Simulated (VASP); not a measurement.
The system is ZnAg.

```
Zn Ag
1.0
     3.15600    0.00000    0.00000
     0.00000    3.15600    0.00000
     0.00000    0.00000    3.15600
Zn Ag
1 1
Cartesian
  1.5780 1.5780 1.5780
  0.0000 0.0000 0.0000
```

```yaml
Program: VASP 6.6.1
Task: relaxation of cell and atoms
Functional: LDA
Potentials_or_basis: VASP PAW LDA potentials, release 64 (Zn, Ag)
Cutoff: 600 eV
k_mesh: 6 × 6 × 6
Occupations: fermi-dirac, width 0.1 eV
Spin: no spin polarisation
```

At the start: pressure -7.2 GPa; volume 15.72 Å³/atom.

Question: Where does the relaxation end?

Answer: Over 3 steps the energy falls by 25.7 meV/atom and the volume is 14.67 Å³/atom (-6.7 %); space group Pm-3m (No. 221, to 0.05 Å).

The path:
| step | energy change (eV) | largest force (eV/Å) | pressure (GPa) | volume (Å³) |
| --- | --- | --- | --- | --- |
| 1 | 0.0000 | 0.0000 | -7.23 | 31.43 |
| 2 | -0.0361 | 0.0000 | 4.89 | 28.32 |
| 3 | -0.0513 | 0.0000 | 0.04 | 29.34 |

Final structure:
```
Zn Ag
1.0
     3.08421    0.00000    0.00000
     0.00000    3.08421    0.00000
     0.00000    0.00000    3.08421
Zn Ag
1 1
Direct
  0.50000 0.50000 0.50000
  0.00000 0.00000 0.00000
```
